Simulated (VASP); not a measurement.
Energy against volume of SrTiO$_{3}$ (cubic perovskite). All values below come from rev-vdW-DF2, VASP's PBE PAW potentials (set 64) (plane waves; VASP). Settings: 520 eV cut-off, 6×6×6 Γ-centred mesh, Gaussian smearing of 0.050 eV, potentials Sr_sv Ti_sv O.

```csv
V (Å³/atom),E (eV/atom)
11.659,-6.42027
12.019,-6.42713
12.380,-6.42184
12.740,-6.40618
```

Q: Fit these four points and predict the energy of the run at 11.298 Å³/atom.

A: A cubic in V^(−2/3), the third-order Birch-Murnaghan form, passes through the four points with V0 = 12.03 Å³/atom and B0 = 179 GPa, and gives -6.3992 eV/atom there. The run gave -6.3991 eV/atom, +0.1 meV/atom from the fit; all five points give B0 = 179 GPa.

The compound is SrTiO3 in the cubic perovskite structure, the ideal cubic form; the compound distorts at low or room temperature. It was relaxed first.
